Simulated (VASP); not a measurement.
Method: TPSS meta-GGA, VASP's PBE PAW potentials (set 64) (plane waves; VASP 6.6.1).

Input for VASP

### KPOINTS_OPT
```
k-points along high-symmetry lines
10
Line-mode
Reciprocal
  0.000000   0.000000   0.000000 ! GAMMA
  0.000000   0.500000   0.000000 ! X

  0.000000   0.500000   0.000000 ! X
  0.500000   0.500000   0.000000 ! M

  0.500000   0.500000   0.000000 ! M
  0.000000   0.000000   0.000000 ! GAMMA

  0.000000   0.000000   0.000000 ! GAMMA
  0.500000   0.500000   0.500000 ! R

  0.500000   0.500000   0.500000 ! R
  0.000000   0.500000   0.000000 ! X

  0.500000   0.500000   0.500000 ! R
  0.500000   0.500000   0.000000 ! M
```

File POSCAR:
```
RuAl
1.0
  2.9909124557   0.0000000000   0.0000000000
  0.0000000000   2.9909124557   0.0000000000
  0.0000000000   0.0000000000   2.9909124557
Al Ru
1 1
Cart
  1.4954562279   1.4954562279   1.4954562279
  0.0000000000   0.0000000000   0.0000000000
```

INCAR:
```
SYSTEM = RuAl
PREC = Accurate
ENCUT = 520
EDIFF = 1E-7
NELM = 100
ALGO = Normal
LREAL = .FALSE.
LASPH = .TRUE.
ISMEAR = -5
METAGGA = TPSS
LMIXTAU = .TRUE.
LMAXMIX = 4
LWAVE = .FALSE.
LCHARG = .FALSE.
LORBIT = 11
NEDOS = 601
ISIF = 2
```

### KPOINTS
```
K-points
0
Gamma
 14 14 14
```

POTCAR, in this order: Al Ru_pv (PBE.64 set). Program: vasp_std.

The run wrote:

**OSZICAR**
```
       N       E                     dE             d eps       ncg     rms          rms(c)
DAV:   1     0.218938062310E+03    0.21894E+03   -0.13857E+04  3136   0.239E+03
DAV:   2     0.196078296197E+02   -0.19933E+03   -0.19030E+03  3544   0.584E+02
DAV:   3     0.120544522396E+02   -0.75534E+01   -0.72327E+01  4256   0.142E+02
DAV:   4     0.118453175923E+02   -0.20913E+00   -0.20883E+00  4548   0.245E+01
DAV:   5     0.118394445109E+02   -0.58731E-02   -0.58790E-02  4624   0.381E+00    0.891E+00
DAV:   6    -0.278596078364E+02   -0.39699E+02   -0.75700E+01  2920   0.911E+01    0.138E+01
DAV:   7    -0.279630421804E+02   -0.10343E+00   -0.18416E+00  3264   0.168E+01    0.103E+01
DAV:   8    -0.270212981986E+02    0.94174E+00   -0.30474E+00  3068   0.189E+01    0.186E+00
DAV:   9    -0.270441198436E+02   -0.22822E-01   -0.12258E-01  3320   0.474E+00    0.699E-01
DAV:  10    -0.269333261759E+02    0.11079E+00   -0.81790E-02  2888   0.411E+00    0.532E-01
DAV:  11    -0.270661229532E+02   -0.13280E+00   -0.40366E-02  2892   0.289E+00    0.683E-01
DAV:  12    -0.270650220636E+02    0.11009E-02   -0.10393E-02  3072   0.127E+00    0.202E-01
DAV:  13    -0.270657180332E+02   -0.69597E-03   -0.98375E-04  3480   0.344E-01    0.105E-01
DAV:  14    -0.270654455804E+02    0.27245E-03   -0.12946E-04  3068   0.141E-01    0.298E-02
DAV:  15    -0.270657334095E+02   -0.28783E-03   -0.88036E-05  2928   0.140E-01    0.271E-02
DAV:  16    -0.270657685599E+02   -0.35150E-04   -0.50941E-06  3056   0.355E-02    0.115E-02
DAV:  17    -0.270657689879E+02   -0.42803E-06   -0.49614E-07  3448   0.950E-03    0.203E-03
DAV:  18    -0.270657680681E+02    0.91975E-06   -0.26100E-07  2728   0.705E-03    0.586E-04
DAV:  19    -0.270657691707E+02   -0.11025E-05   -0.17811E-07  2416   0.537E-03    0.254E-04
DAV:  20    -0.270657691173E+02    0.53383E-07   -0.83023E-09  1492   0.110E-03
   1 F= -.27065769E+02 E0= -.27065769E+02  d E =0.000000E+00
       N       E                     dE             ncg
```

OUTCAR:
```
------------------------ aborting loop because EDIFF is reached ----------------------------------------
  FORCE on cell =-STRESS in cart. coord.  units (eV):
  Direction    XX          YY          ZZ          XY          YZ          ZX
  --------------------------------------------------------------------------------------
  Total       -0.0098158     -0.0098158     -0.0098158      0.0000000     -0.0000000      0.0000000
  in kB       -0.5877947     -0.5877947     -0.5877947      0.0000000     -0.0000000      0.0000000
  external PRESSURE =      -0.5877947 kB  Pullay stress =       0.0000000 kB
  volume of cell :       26.76
      direct lattice vectors                 reciprocal lattice vectors
     2.990912456  0.000000000  0.000000000     0.334346128  0.000000000  0.000000000
     0.000000000  2.990912456  0.000000000     0.000000000  0.334346128  0.000000000
     0.000000000  0.000000000  2.990912456     0.000000000  0.000000000  0.334346128
 POSITION                                       TOTAL-FORCE (eV/Angst)
 -----------------------------------------------------------------------------------
      1.49546      1.49546      1.49546         0.000000      0.000000      0.000000
      0.00000      0.00000      0.00000         0.000000      0.000000      0.000000
 -----------------------------------------------------------------------------------
    total drift:                                0.000000      0.000000      0.000000
  FREE ENERGIE OF THE ION-ELECTRON SYSTEM (eV)
  ---------------------------------------------------
  free  energy   TOTEN  =       -27.0657691173 eV

  energy  without entropy=      -27.0657691173  energy(sigma->0) =      -27.06576912

 total charge

# of ion       s       p       d       tot
------------------------------------------
    1        0.408   0.425   0.000   0.832
    2        0.323   6.231   6.183  12.737
--------------------------------------------------
tot          0.730   6.656   6.183  13.569
```
(Selected blocks of OUTCAR.)

For a metal the tetrahedron method with Blöchl corrections gives inexact stress and forces.

The compound is RuAl in the CsCl type structure. It was relaxed first. The electron count is odd and the run is not spin-polarised, which forces a metal.
